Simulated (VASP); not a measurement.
Output of a VASP run:

**OSZICAR**
```
...
   7 F= -.34463618E+02 E0= -.34463618E+02  d E =-.808670E-03
       N       E                     dE             d eps       ncg     rms          rms(c)
DAV:   1    -0.416667300592E+02    0.69731E-03   -0.78542E-01  2264   0.123E+01    0.300E-01
DAV:   2    -0.416725126898E+02   -0.57826E-02   -0.72822E-02  1992   0.193E+00    0.176E-01
DAV:   3    -0.416721743876E+02    0.33830E-03   -0.26862E-03  2648   0.388E-01    0.906E-02
DAV:   4    -0.416720303656E+02    0.14402E-03   -0.36574E-04  2480   0.181E-01    0.220E-02
DAV:   5    -0.416720295832E+02    0.78236E-06   -0.59270E-05  2576   0.708E-02    0.129E-02
DAV:   6    -0.416720287396E+02    0.84365E-06   -0.46711E-06  2336   0.234E-02
   8 F= -.34464121E+02 E0= -.34464121E+02  d E =-.131101E-02
       N       E                     dE             d eps       ncg     rms          rms(c)
DAV:   1    -0.416553003661E+02    0.16729E-01   -0.38379E-01  2240   0.852E+00    0.322E-01
DAV:   2    -0.416570164367E+02   -0.17161E-02   -0.34145E-02  2000   0.138E+00    0.143E-01
DAV:   3    -0.416568116302E+02    0.20481E-03   -0.22041E-03  2776   0.346E-01    0.470E-02
DAV:   4    -0.416568018336E+02    0.97966E-05   -0.31724E-04  2880   0.137E-01    0.333E-02
DAV:   5    -0.416568052713E+02   -0.34377E-05   -0.37456E-05  2664   0.584E-02    0.187E-02
DAV:   6    -0.416568144464E+02   -0.91750E-05   -0.18809E-05  3168   0.271E-02    0.112E-02
DAV:   7    -0.416568174254E+02   -0.29790E-05   -0.42591E-06  2352   0.151E-02    0.383E-03
DAV:   8    -0.416568180961E+02   -0.67072E-06   -0.60342E-07  1184   0.603E-03
   9 F= -.34464498E+02 E0= -.34464498E+02  d E =-.377758E-03
       N       E                     dE             d eps       ncg     rms          rms(c)
DAV:   1    -0.416576497239E+02   -0.83230E-03   -0.11050E-03  2248   0.457E-01    0.175E-02
DAV:   2    -0.416576548060E+02   -0.50821E-05   -0.98304E-05  2016   0.741E-02    0.785E-03
DAV:   3    -0.416576541723E+02    0.63368E-06   -0.64977E-06  2584   0.188E-02
  10 F= -.34464500E+02 E0= -.34464500E+02  d E =-.379720E-03
       N       E                     dE             d eps       ncg     rms          rms(c)
DAV:   1    -0.416715376190E+02   -0.13883E-01   -0.22289E-01  2256   0.639E+00    0.330E-01
DAV:   2    -0.416720175017E+02   -0.47988E-03   -0.20038E-02  2008   0.110E+00    0.148E-01
DAV:   3    -0.416716951661E+02    0.32234E-03   -0.17873E-03  2880   0.301E-01    0.465E-02
DAV:   4    -0.416716759494E+02    0.19217E-04   -0.27308E-04  2912   0.120E-01    0.357E-02
DAV:   5    -0.416716737779E+02    0.21715E-05   -0.33968E-05  2792   0.582E-02    0.182E-02
DAV:   6    -0.416716761039E+02   -0.23260E-05   -0.17935E-05  3120   0.304E-02    0.899E-03
DAV:   7    -0.416716761854E+02   -0.81479E-07   -0.24797E-06  1984   0.126E-02
  11 F= -.34464598E+02 E0= -.34464598E+02  d E =-.980946E-04
       N       E                     dE             d eps       ncg     rms          rms(c)
DAV:   1    -0.416664102987E+02    0.52658E-02   -0.32313E-02  2264   0.244E+00    0.126E-01
DAV:   2    -0.416664748551E+02   -0.64556E-04   -0.28876E-03  2000   0.419E-01    0.563E-02
DAV:   3    -0.416664274765E+02    0.47379E-04   -0.25468E-04  2888   0.114E-01    0.179E-02
DAV:   4    -0.416664250015E+02    0.24750E-05   -0.40014E-05  2936   0.465E-02    0.135E-02
DAV:   5    -0.416664252223E+02   -0.22077E-06   -0.48466E-06  2352   0.224E-02
  12 F= -.34464654E+02 E0= -.34464654E+02  d E =-.153549E-03
```

OUTCAR:
```
------------------------ aborting loop because EDIFF is reached ----------------------------------------
  FORCE on cell =-STRESS in cart. coord.  units (eV):
  Direction    XX          YY          ZZ          XY          YZ          ZX
  --------------------------------------------------------------------------------------
  Total        7.1805815      7.1805815      7.1634757      0.0000000     -0.0000000      0.0000000
  in kB      199.4115401    199.4115401    198.9364941      0.0000000     -0.0000000      0.0000000
  external PRESSURE =      -0.7468085 kB  Pullay stress =     200.0000000 kB
  volume of cell :       57.69
      direct lattice vectors                 reciprocal lattice vectors
     3.864123548  0.000000000  0.000000000     0.258790897  0.000000000  0.000000000
     0.000000000  3.864123548 -0.000000000     0.000000000  0.258790897  0.000000000
     0.000000000 -0.000000000  3.863829074     0.000000000  0.000000000  0.258810620
 POSITION                                       TOTAL-FORCE (eV/Angst)
 -----------------------------------------------------------------------------------
      0.00000     -0.00000      3.83594         0.000000     -0.000000      0.006687
      1.93206      1.93206      1.90606         0.000000      0.000000     -0.007947
      1.93206      1.93206      3.83468         0.000000     -0.000000      0.014259
      0.00000      1.93206      1.90382         0.000000      0.000000     -0.006500
      1.93206     -0.00000      1.90382         0.000000      0.000000     -0.006500
 -----------------------------------------------------------------------------------
    total drift:                                0.000000     -0.000000      0.000228
  FREE ENERGIE OF THE ION-ELECTRON SYSTEM (eV)
  ---------------------------------------------------
  free  energy   TOTEN  =       -41.6664252223 eV

  energy  without entropy=      -41.6664252223  energy(sigma->0) =      -41.66642522
  enthalpy is  TOTEN    =       -34.4646539074 eV   P V=        7.2017713149

 reached required accuracy - stopping structural energy minimisation
```
(Selected blocks of OUTCAR.)

File POSCAR:
```
BaTiO3
1
    3.9157453324     0.0000000000     0.0000000000
    0.0000000000     3.9157453324     0.0000000000
    0.0000000000     0.0000000000     3.9226553151
Ba Ti O
1 1 3
Direct
  0.0000000000   0.0000000000   0.9955859864
  0.5000000000   0.5000000000   0.5024856580
  0.5000000000   0.5000000000   0.9873162267
  0.0000000000   0.5000000000   0.4893060645
  0.5000000000   0.0000000000   0.4893060645
```

**Question.** Write an INCAR and KPOINTS that could have produced this output.

**Answer.** This is not unique; one that fits is the input of the run itself, PBEsol GGA, plane waves, VASP's PBE PAW potentials (set 64).

File KPOINTS:
```
Automatic mesh
0
Gamma
6 6 6
0 0 0
```

**INCAR**
```
ISIF = 3
NSW = 40   ! most ionic steps
EDIFF = 1E-6
SYSTEM = BaTiO3
SIGMA = 0.05
IBRION = 2
PSTRESS = 200   ! kbar
EDIFFG = -0.02   ! ionic stop
LMAXMIX = 4   ! l cut-off of mixed one-centre charges
LREAL = .FALSE.   ! projection in real space or not
ENCUT = 620   ! plane-wave cut-off (eV)
NELM = 100   ! most electronic steps
LASPH = .TRUE.
GGA = PS   ! PBEsol
PREC = Accurate
ALGO = Normal
LWAVE = .FALSE.
ISMEAR = 0
LCHARG = .FALSE.
```

POTCAR, in this order: Ba_sv Ti_sv O (PBE.64 set). Program: vasp_std.

Energy and stress use the plane-wave basis of the starting cell.

The compound is BaTiO3 in the tetragonal perovskite structure. This run relaxes it under an external pressure of 20 GPa. Symmetry was kept, so distortions that lower it aren't found.
